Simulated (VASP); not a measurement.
Level of theory: r2SCAN meta-GGA, VASP's PBE PAW potentials (set 64) (plane waves; VASP).

A VASP calculation is set up with these files.

### KPOINTS
```
Automatic mesh
0
Gamma
11 11 11
0 0 0
```

### INCAR
```
SYSTEM = MgO
PREC = Accurate
ENCUT = 620
EDIFF = 1E-6
NELM = 100
ALGO = Normal
LREAL = .FALSE.
LASPH = .TRUE.
ISMEAR = 0
SIGMA = 0.05
METAGGA = R2SCAN
LMIXTAU = .TRUE.
LWAVE = .FALSE.
LCHARG = .FALSE.
IBRION = 2
ISIF = 3
NSW = 40
EDIFFG = -0.02
PSTRESS = 200
```

File POSCAR:
```
MgO
1
    0.0000000000     2.0307099408     2.0307099408
    2.0307099408     0.0000000000     2.0307099408
    2.0307099408     2.0307099408     0.0000000000
Mg O
1 1
Direct
  0.0000000000   0.0000000000   0.0000000000
  0.5000000000   0.5000000000   0.5000000000
```

POTCAR, in this order: Mg O (PBE.64 set). Program: vasp_std.

The resulting files:

### OUTCAR
```
 ion  position               nearest neighbor table
   1  0.000  0.000  0.000-   2 2.03   2 2.03   2 2.03   2 2.03   2 2.03   2 2.03
   2  0.500  0.500  0.500-   1 2.03   1 2.03   1 2.03   1 2.03   1 2.03   1 2.03
  LATTYP: Found a face centered cubic cell.
 ALAT       =     4.0614198816
 Subroutine PRICEL returns:
 Original cell was already a primitive cell.
 Subroutine GETGRP returns: Found 48 space group operations
The static configuration has the point symmetry O_h .
The dynamic configuration has the point symmetry O_h .
 Subroutine INISYM returns: Found 48 space group operations
 Subroutine IBZKPT returns following result:
 Found     56 irreducible k-points:

 Following reciprocal coordinates:
            Coordinates               Weight
  0.000000  0.000000  0.000000      1.000000
  0.090909  0.000000  0.000000      8.000000
  0.181818  0.000000  0.000000      8.000000
  0.272727  0.000000  0.000000      8.000000
  0.363636  0.000000  0.000000      8.000000
  0.454545  0.000000  0.000000      8.000000
  0.090909  0.090909  0.000000      6.000000
  0.181818  0.090909  0.000000     24.000000
  0.272727  0.090909  0.000000     24.000000
  0.363636  0.090909  0.000000     24.000000
  0.454545  0.090909  0.000000     24.000000
 -0.454545  0.090909  0.000000     24.000000
 -0.363636  0.090909  0.000000     24.000000
 -0.272727  0.090909  0.000000     24.000000
 -0.181818  0.090909  0.000000     24.000000
 -0.090909  0.090909  0.000000     12.000000
  0.181818  0.181818  0.000000      6.000000
  0.272727  0.181818  0.000000     24.000000
  0.363636  0.181818  0.000000     24.000000
  0.454545  0.181818  0.000000     24.000000
 -0.454545  0.181818  0.000000     24.000000
 -0.363636  0.181818  0.000000     24.000000
 -0.272727  0.181818  0.000000     24.000000
 -0.181818  0.181818  0.000000     12.000000
  0.272727  0.272727  0.000000      6.000000
  0.363636  0.272727  0.000000     24.000000
  0.454545  0.272727  0.000000     24.000000
 -0.454545  0.272727  0.000000     24.000000
 -0.363636  0.272727  0.000000     24.000000
 -0.272727  0.272727  0.000000     12.000000
  0.363636  0.363636  0.000000      6.000000
  0.454545  0.363636  0.000000     24.000000
 -0.454545  0.363636  0.000000     24.000000
 -0.363636  0.363636  0.000000     12.000000
  0.454545  0.454545  0.000000      6.000000
 -0.454545  0.454545  0.000000     12.000000
  0.272727  0.181818  0.090909     24.000000
  0.363636  0.181818  0.090909     48.000000
  0.454545  0.181818  0.090909     48.000000
 -0.454545  0.181818  0.090909     48.000000
   k-points           NKPTS =     56   k-points in BZ     NKDIM =     56   number of bands    NBANDS=      8
   number of dos      NEDOS =    301   number of ions     NIONS =      2
   total plane-waves  NPLWV =  13824
   dimension x,y,z NGX =    24 NGY =   24 NGZ =   24
   dimension x,y,z NGXF=    48 NGYF=   48 NGZF=   48
   ions per type =               1   1
   PREC   = accura    normal or accurate (medium, high low for compatibility)
   ISTART =      0    job   : 0-new  1-cont  2-samecut
   ICHARG =      2    charge: 1-file 2-atom 10-const
   ISPIN  =      1    spin polarized calculation?
   LNONCOLLINEAR =      F non collinear calculations
   LSORBIT =      F    spin-orbit coupling
   INIWAV =      1    electr: 0-lowe 1-rand  2-diag
   ENCUT  =  620.0 eV  45.57 Ry    6.75 a.u.   5.83  5.83  5.83*2*pi/ulx,y,z
   NELM   =    100;   NELMIN=  2; NELMDL= -5     # of ELM steps
   EDIFF  = 0.1E-05   stopping-criterion for ELM
   LREAL  =      F    real-space projection
   NLSPLINE    = F    spline interpolate recip. space projectors
   LMAXMIX     =    2 max onsite mixed and CHGCAR
...
```

OSZICAR:
```
       N       E                     dE             d eps       ncg     rms          rms(c)
DAV:   1     0.143544942362E+02    0.14354E+02   -0.56032E+03  1024   0.107E+03
DAV:   2    -0.191721291395E+02   -0.33527E+02   -0.32116E+02  1056   0.168E+02
DAV:   3    -0.196874064480E+02   -0.51528E+00   -0.51528E+00  1232   0.232E+01
DAV:   4    -0.196881075704E+02   -0.70112E-03   -0.70112E-03  1200   0.786E-01
DAV:   5    -0.196881080300E+02   -0.45963E-06   -0.45963E-06  1264   0.155E-02    0.698E+00
DAV:   6    -0.158308850865E+02    0.38572E+01   -0.44820E+00   896   0.156E+01    0.211E+00
DAV:   7    -0.163296230194E+02   -0.49874E+00   -0.16577E+00   904   0.110E+01    0.202E+00
DAV:   8    -0.158644643689E+02    0.46516E+00   -0.21211E+00   896   0.129E+01    0.188E+00
DAV:   9    -0.160144896731E+02   -0.15003E+00   -0.65082E-01   896   0.689E+00    0.419E-01
DAV:  10    -0.160649018058E+02   -0.50412E-01   -0.43376E-02   936   0.221E+00    0.947E-02
DAV:  11    -0.160647483827E+02    0.15342E-03   -0.10754E-03  1168   0.307E-01    0.489E-02
DAV:  12    -0.160648652651E+02   -0.11688E-03   -0.28839E-04   928   0.242E-01    0.298E-02
DAV:  13    -0.160648105307E+02    0.54734E-04   -0.27544E-04   912   0.233E-01    0.359E-03
DAV:  14    -0.160649289271E+02   -0.11840E-03   -0.26608E-05   944   0.875E-02    0.153E-03
DAV:  15    -0.160649202202E+02    0.87069E-05   -0.30613E-07   824   0.976E-03    0.133E-03
DAV:  16    -0.160649253361E+02   -0.51159E-05   -0.54177E-07   568   0.838E-03    0.228E-04
DAV:  17    -0.160649241182E+02    0.12179E-05   -0.59833E-08   488   0.387E-03    0.100E-04
DAV:  18    -0.160649240236E+02    0.94625E-07   -0.70613E-09   512   0.107E-03
   1 F= -.13974217E+02 E0= -.13974217E+02  d E =-.139742E+02
```

OUTCAR:
```
------------------------ aborting loop because EDIFF is reached ----------------------------------------
  FORCE on cell =-STRESS in cart. coord.  units (eV):
  Direction    XX          YY          ZZ          XY          YZ          ZX
  --------------------------------------------------------------------------------------
  Total        2.0874829      2.0874829      2.0874829     -0.0000000      0.0000000      0.0000000
  in kB      199.6916106    199.6916106    199.6916106     -0.0000000      0.0000000      0.0000000
  external PRESSURE =      -0.3083894 kB  Pullay stress =     200.0000000 kB
  volume of cell :       16.75
      direct lattice vectors                 reciprocal lattice vectors
     0.000000000  2.030709941  2.030709941    -0.246219310  0.246219310  0.246219310
     2.030709941  0.000000000  2.030709941     0.246219310 -0.246219310  0.246219310
     2.030709941  2.030709941  0.000000000     0.246219310  0.246219310 -0.246219310
  FREE ENERGIE OF THE ION-ELECTRON SYSTEM (eV)
  ---------------------------------------------------
  free  energy   TOTEN  =       -16.0649240236 eV

  energy  without entropy=      -16.0649240236  energy(sigma->0) =      -16.06492402
  enthalpy is  TOTEN    =       -13.9742174087 eV   P V=        2.0907066148

 reached required accuracy - stopping structural energy minimisation
```
(Selected blocks of OUTCAR.)

### OUTCAR
```
 val. band max:        3.6268827081   @ k =   0.0000   0.0000   0.0000

 cond. band min:      10.4180961040   @ k =   0.0000   0.0000   0.0000


 Fermi energy:         3.9321021900

 k-point     1 :       0.0000    0.0000    0.0000
  band No.  band energies     occupation
      1     -15.1686      2.00000
      2       3.6269      2.00000
      3       3.6269      2.00000
      4       3.6269      2.00000
      5      10.4181      0.00000
      6      21.1039      0.00000
      7      21.1039      0.00000
      8      21.1039      0.00000

 k-point     2 :       0.0909    0.0000    0.0000
  band No.  band energies     occupation
      1     -15.0649      2.00000
      2       3.0723      2.00000
      3       3.5569      2.00000
      4       3.5569      2.00000
      5      10.9322      0.00000
      6      19.9935      0.00000
      7      21.3501      0.00000
      8      21.3501      0.00000

 k-point     3 :       0.1818    0.0000    0.0000
  band No.  band energies     occupation
      1     -14.7740      2.00000
      2       1.8166      2.00000
      3       3.3751      2.00000
      4       3.3751      2.00000
      5      12.0066      0.00000
      6      18.5647      0.00000
      7      21.9360      0.00000
      8      21.9360      0.00000

 k-point     4 :       0.2727    0.0000    0.0000
  band No.  band energies     occupation
      1     -14.3607      2.00000
      2       0.4249      2.00000
      3       3.1478      2.00000
      4       3.1478      2.00000
      5      12.8871      0.00000
      6      17.9527      0.00000
      7      22.3745      0.00000
      8      22.3746      0.00000

 k-point     5 :       0.3636    0.0000    0.0000
  band No.  band energies     occupation
      1     -13.9401      2.00000
      2      -0.7390      2.00000
      3       2.9487      2.00000
      4       2.9487      2.00000
      5      13.1892      0.00000
      6      18.2289      0.00000
      7      22.3731      0.00000
...
```

The compound is MgO in the rock salt structure. It was relaxed first under an external pressure of 20 GPa.
